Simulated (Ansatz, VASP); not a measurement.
# CsSrF3: VASP beside Ansatz

INCAR

```
PREC = Accurate
ENCUT = 520
EDIFF = 1E-7
ISMEAR = 0
SIGMA = 0.05
LREAL = False
LASPH = True
NELM = 100
ALGO = Normal
ISIF = 2
LWAVE = False
LCHARG = True
LELF = True
LVHAR = True
NBANDS = 28
```

KPOINTS

```
Automatic mesh
0
Gamma
  6 6 6
```

Contents of POSCAR:

```
CsSrF3
1.0
    4.8944599593     -0.7529938399     -0.7529938399
   -0.7529938399      4.8944599593     -0.7529938399
   -0.7529938399     -0.7529938399      4.8944599593
Cs Sr F
1 1 3
Direct
    0.0000000000      0.0000000000      0.0000000000
    0.5000000000      0.5000000000      0.5000000000
    0.0000000000      0.5000000000      0.5000000000
    0.5000000000      0.0000000000      0.5000000000
    0.5000000000      0.5000000000      0.0000000000
```

Input for Ansatz:

```yaml
crystal:
  lattice:
    - [4.8944599593, -0.7529938399, -0.7529938399]
    - [-0.7529938399, 4.8944599593, -0.7529938399]
    - [-0.7529938399, -0.7529938399, 4.8944599593]
  atoms:
    - { symbol: Cs, position: [0.0, 0.0, 0.0] }
    - { symbol: Sr, position: [0.5, 0.5, 0.5] }
    - { symbol: F, position: [0.0, 0.5, 0.5] }
    - { symbol: F, position: [0.5, 0.0, 0.5] }
    - { symbol: F, position: [0.5, 0.5, 0.0] }
basis:
  ecutwfc: 420
kpoints:
  mp_grid: { grid: [6, 6, 6] }
hamiltonian:
  xc: lda
scf:
  occupations: { method: gaussian, width: 0.05 }
output:
  forces: true
  stress: true
  eigenvalues: true
```

Alike in both runs: task single point; functional LDA; k mesh 6 × 6 × 6; occupations gaussian, width 0.05 eV; no spin polarisation.

|  | VASP | Ansatz |
| --- | --- | --- |
| version | VASP 6.6.1 | Ansatz 0.2.0 |
| potentials or method | VASP PAW LDA potentials, release 64 (Cs_sv, Sr_sv, F) | scalar-relativistic, plane waves, PAW |
| plane-wave cutoff (eV) | 520 | 420 |
| valence electrons in the cell | 40 | 40 |

|  | VASP | Ansatz | Ansatz less VASP |
| --- | --- | --- | --- |
| gap on the k mesh at the Fermi level (eV) | 5.39 | 5.44 | +0.052 |
| least direct gap on the mesh (eV) | 5.39 | 5.44 | +0.052 |
| pressure (GPa) | -2.7 | -2.9 | -0.25 |
| largest component of the traceless stress (GPa) | 8.36 | 8.30 | -0.064 |

Caveats: spin-orbit coupling is left out, which moves the levels of the heavy elements. A k mesh can miss the band edges. As with any semilocal functional, this LDA gap is likely too small.
